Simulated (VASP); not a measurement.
VASP ran on this input.

INCAR:
```
SYSTEM = MgSe
PREC = Accurate
ENCUT = 400
EDIFF = 1E-6
NELM = 100
ALGO = Normal
LREAL = .FALSE.
LASPH = .TRUE.
ISMEAR = 0
SIGMA = 0.05
GGA = PE
LMAXMIX = 4
LWAVE = .FALSE.
LCHARG = .FALSE.
ISIF = 2
```

POSCAR:
```
MgSe
1
    2.7846000000     0.0000000000     2.7846000000
    0.0000000000     2.7846000000     2.7846000000
    2.7846000000     2.7846000000     0.0000000000
Mg Se
1 1
Direct
  0.0000000000   0.0000000000   0.0000000000
  0.5000000000   0.5000000000   0.5000000000
```

**KPOINTS**
```
Automatic mesh
0
Gamma
6 6 6
0 0 0
```

POTCAR, in this order: Mg Se (PBE.64 set). Program: vasp_std.

What VASP printed:

### standard output
```
 -----------------------------------------------------------------------------
|                                                                             |
|     EEEEEEE  RRRRRR   RRRRRR   OOOOOOO  RRRRRR      ###     ###     ###     |
|     E        R     R  R     R  O     O  R     R     ###     ###     ###     |
|     E        R     R  R     R  O     O  R     R     ###     ###     ###     |
|     EEEEE    RRRRRR   RRRRRR   O     O  RRRRRR       #       #       #      |
|     E        R   R    R   R    O     O  R   R                               |
|     E        R    R   R    R   O     O  R    R      ###     ###     ###     |
|     EEEEEEE  R     R  R     R  OOOOOOO  R     R     ###     ###     ###     |
|                                                                             |
|     ERROR: the triple product of the basis vectors is negative exchange     |
|     two basis vectors                                                       |
|                                                                             |
|       ---->  I REFUSE TO CONTINUE WITH THIS SICK JOB ... BYE!!! <----       |
|                                                                             |
 -----------------------------------------------------------------------------
```

Question: Read input and log: which fault does this run have?
A. a line-mode KPOINTS file was used for a self-consistent run
B. LSORBIT needs the non-collinear program vasp_ncl
C. the lattice vectors form a left-handed set
D. MAGMOM holds more values than there are atoms

Answer: C, the lattice vectors form a left-handed set. VASP stops with an error: ERROR: the triple product of the basis vectors is negative exchange two basis vectors ----> I REFUSE TO CONTINUE WITH THIS SICK JOB ... BYE!!! <----

To mend it, correct POSCAR.
**POSCAR**
```
MgSe
1
    0.0000000000     2.7846000000     2.7846000000
    2.7846000000     0.0000000000     2.7846000000
    2.7846000000     2.7846000000     0.0000000000
Mg Se
1 1
Direct
  0.0000000000   0.0000000000   0.0000000000
  0.5000000000   0.5000000000   0.5000000000
```
The mended run (PBE GGA, plane waves, VASP's PBE PAW potentials (set 64)) converges, and its OSZICAR ends with
```
   1 F= -.74763575E+01 E0= -.74763575E+01  d E =-.943625E-11
```

The compound is MgSe in the rock salt structure. The cell was not relaxed at this level.
